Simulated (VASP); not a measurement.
CdSe (zinc blende): the lattice constant a from VASP (plane waves, PAW) at several levels of theory. Static lattice.  The measured value holds thermal and zero-point effects that the static calculation lacks.

| level | lattice constant a (Å) | error against measurement |
|---|---|---|
| RPBE | 6.295 | +3.6 % |
| AM05 | 6.117 | +0.7 % |
| PBE-D3(BJ) | 6.124 | +0.8 % |
| PBE-D4 | 6.125 | +0.8 % |
| optB88-vdW | 6.184 | +1.8 % |
| rev-vdW-DF2 | 6.158 | +1.3 % |
| revTPSS | 6.157 | +1.3 % |
| r2SCAN+rVV10 | 6.116 | +0.6 % |

Measured: 6.077 Å (as given by arXiv:1206.3780).

The cell of the RPBE run:

CdSe has the cubic space group F-43m (No. 216), the zinc blende structure, Pearson symbol cF8. Cell: a = b = c = 6.2953 Å, α = β = γ = 90.00°. Cd on 4a is coordinated by 4 Se at 2.726 Å (tetrahedral). Se on 4d sees 4 Cd at 2.726 Å (tetrahedral). (Neighbours: up to the widest gap in distance over summed covalent radii, below 1.35, at either atom; cation-cation and far metal-metal contacts left out.)
(The calculation used a cell of 2 atoms; values per cell refer to that cell.)

Only levels that ran to the end are used. Left out are those held back, those with too coarse a band path, GW runs whose mesh misses a band edge, hybrids' fits of cells that aren't cubic and levels without matching references; a question may draw on a part of the rest.

The compound is CdSe in the zinc blende structure, whereas wurtzite is the usual form.
